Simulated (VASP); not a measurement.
Output of a VASP run:

File OSZICAR:
```
...
DAV:   8    -0.147681473407E+02    0.11586E+00   -0.47266E-01 16309   0.116E+01    0.450E+00
DAV:   9    -0.146904242609E+02    0.77723E-01   -0.13719E-01 18893   0.806E+00    0.203E+00
DAV:  10    -0.146800637519E+02    0.10361E-01   -0.31740E-02 19946   0.348E+00    0.656E-01
DAV:  11    -0.146799310295E+02    0.13272E-03   -0.21461E-03 16848   0.679E-01    0.252E-01
DAV:  12    -0.146798343331E+02    0.96696E-04   -0.17007E-04 19384   0.247E-01    0.765E-02
DAV:  13    -0.146798392397E+02   -0.49066E-05   -0.42014E-05 17892   0.111E-01    0.408E-02
DAV:  14    -0.146798364093E+02    0.28303E-05   -0.78631E-06 16862   0.682E-02    0.117E-02
DAV:  15    -0.146798366693E+02   -0.25995E-06   -0.15738E-06  8774   0.305E-02
   1 F= -.98440468E+01 E0= -.98440351E+01  d E =-.984405E+01  mag=     3.1567
       N       E                     dE             d eps       ncg     rms          rms(c)
DAV:   1    -0.159857200429E+02   -0.13059E+01   -0.36804E+01 13254   0.825E+01    0.147E+01
DAV:   2    -0.140149824647E+02    0.19707E+01   -0.38693E+00 15088   0.251E+01    0.627E+00
DAV:   3    -0.139647607718E+02    0.50222E-01   -0.21282E-01 16968   0.670E+00    0.285E+00
DAV:   4    -0.139633538205E+02    0.14070E-02   -0.15551E-02 16756   0.234E+00    0.115E+00
DAV:   5    -0.139615991882E+02    0.17546E-02   -0.80721E-03 19186   0.233E+00    0.682E-01
DAV:   6    -0.139602431451E+02    0.13560E-02   -0.74022E-03 15529   0.201E+00    0.497E-01
DAV:   7    -0.139600256009E+02    0.21754E-03   -0.13550E-03 19567   0.707E-01    0.785E-02
DAV:   8    -0.139601246196E+02   -0.99019E-04   -0.15229E-04 15664   0.189E-01    0.467E-02
DAV:   9    -0.139601474477E+02   -0.22828E-04   -0.12355E-05 15736   0.435E-02    0.212E-02
DAV:  10    -0.139601457781E+02    0.16696E-05   -0.20252E-06 13189   0.257E-02    0.583E-03
DAV:  11    -0.139601457398E+02    0.38216E-07   -0.30348E-07  7306   0.126E-02
   2 F= -.96611310E+01 E0= -.96614124E+01  d E =0.182916E+00  mag=     2.8309
       N       E                     dE             d eps       ncg     rms          rms(c)
DAV:   1    -0.157015149496E+02   -0.17414E+01   -0.21156E+01 13149   0.656E+01    0.838E+00
DAV:   2    -0.145825690597E+02    0.11189E+01   -0.24529E+00 15179   0.209E+01    0.521E+00
DAV:   3    -0.145807116322E+02    0.18574E-02   -0.13215E-01 17678   0.644E+00    0.365E+00
DAV:   4    -0.145694970554E+02    0.11215E-01   -0.72749E-02 16851   0.796E+00    0.151E+00
DAV:   5    -0.145646898448E+02    0.48072E-02   -0.38335E-02 15781   0.537E+00    0.131E+00
DAV:   6    -0.145608501815E+02    0.38397E-02   -0.87661E-03 18722   0.233E+00    0.163E-01
DAV:   7    -0.145609750433E+02   -0.12486E-03   -0.63668E-04 17570   0.416E-01    0.742E-02
DAV:   8    -0.145609956552E+02   -0.20612E-04   -0.28793E-05 16727   0.654E-02    0.470E-02
DAV:   9    -0.145610072666E+02   -0.11611E-04   -0.79047E-06 17588   0.400E-02    0.151E-02
DAV:  10    -0.145610077727E+02   -0.50611E-06   -0.27255E-06 12937   0.341E-02
   3 F= -.98693251E+01 E0= -.98690250E+01  d E =-.252783E-01  mag=     3.0883
       N       E                     dE             d eps       ncg     rms          rms(c)
DAV:   1    -0.145563791437E+02    0.46281E-02   -0.28839E-03 13240   0.743E-01    0.105E-01
DAV:   2    -0.145562244212E+02    0.15472E-03   -0.33182E-04 15270   0.230E-01    0.567E-02
DAV:   3    -0.145562233451E+02    0.10761E-05   -0.12251E-05 15523   0.516E-02    0.287E-02
DAV:   4    -0.145562231107E+02    0.23438E-06   -0.58218E-07  8377   0.843E-03
   4 F= -.98693579E+01 E0= -.98690583E+01  d E =-.253112E-01  mag=     3.0863
```

### OUTCAR
```
------------------------ aborting loop because EDIFF is reached ----------------------------------------
  FORCE on cell =-STRESS in cart. coord.  units (eV):
  Direction    XX          YY          ZZ          XY          YZ          ZX
  --------------------------------------------------------------------------------------
  Total        4.7016528      4.7016528      4.6842430      0.0000000      0.0000000     -0.0000000
  in kB      300.9465313    300.9465313    299.8321575      0.0000000      0.0000000     -0.0000000
  external PRESSURE =       0.5750734 kB  Pullay stress =     300.0000000 kB
  volume of cell :       25.03
      direct lattice vectors                 reciprocal lattice vectors
     2.626779919  0.000000000 -0.000000000     0.380694246 -0.000000000 -0.000000000
     0.000000000  2.626779919 -0.000000000    -0.000000000  0.380694246 -0.000000000
     0.000000000  0.000000000  3.627641952     0.000000000  0.000000000  0.275661163
 POSITION                                       TOTAL-FORCE (eV/Angst)
 -----------------------------------------------------------------------------------
      0.00000      0.00000      0.00000        -0.000000     -0.000000      0.000000
      1.31339      1.31339      1.81382         0.000000      0.000000      0.000000
 -----------------------------------------------------------------------------------
    total drift:                               -0.000000      0.000000      0.000000
  FREE ENERGIE OF THE ION-ELECTRON SYSTEM (eV)
  ---------------------------------------------------
  free  energy   TOTEN  =       -14.5562231107 eV

  energy  without entropy=      -14.5553242567  energy(sigma->0) =      -14.55592349
  enthalpy is  TOTEN    =        -9.8693579066 eV   P V=        4.6868652041

 total charge

# of ion       s       p       d       tot
------------------------------------------
    1        0.446   0.538   6.225   7.210
    2        0.770   0.796   8.127   9.694
--------------------------------------------------
tot          1.217   1.334  14.353  16.904

 magnetization (x)

# of ion       s       p       d       tot
------------------------------------------
    1        0.001  -0.007   2.737   2.732
    2       -0.026  -0.073   0.410   0.312
--------------------------------------------------
tot         -0.024  -0.080   3.147   3.043

 reached required accuracy - stopping structural energy minimisation
```
(Selected blocks of OUTCAR.)

File POSCAR:
```
FePt
1
    2.6540667144     0.0000000000     0.0000000000
    0.0000000000     2.6540667144     0.0000000000
    0.0000000000     0.0000000000     3.6663429145
Fe Pt
1 1
Direct
  0.0000000000   0.0000000000   0.0000000000
  0.5000000000   0.5000000000   0.5000000000
```

Q: Reconstruct the remaining input files.

A: One answer among several that fit: the input of the run itself, PBE GGA, plane waves, VASP's PBE PAW potentials (set 64).

### INCAR
```
SYSTEM=FePt
PREC=Accurate; ENCUT=500; LREAL=F
LASPH=T
EDIFF=1E-6; NELM=100; ALGO=Normal
LMAXMIX=6
ISMEAR=1; SIGMA=0.1
GGA=PE
MAGMOM=2.9 0.3
ISPIN=2
IBRION=2; NSW=40; ISIF=3
EDIFFG=-0.02; PSTRESS=300
LWAVE=F; LCHARG=F; LORBIT=10
```

KPOINTS:
```
Automatic mesh
0
Gamma
14 14 10
0 0 0
```

POTCAR, in this order: Fe Pt (PBE.64 set). Program: vasp_std.

Energy and stress use the plane-wave basis of the starting cell.

The compound is FePt in the L1_0 structure. This run relaxes it under an external pressure of 30 GPa. Symmetry was kept, so distortions that lower it aren't found.
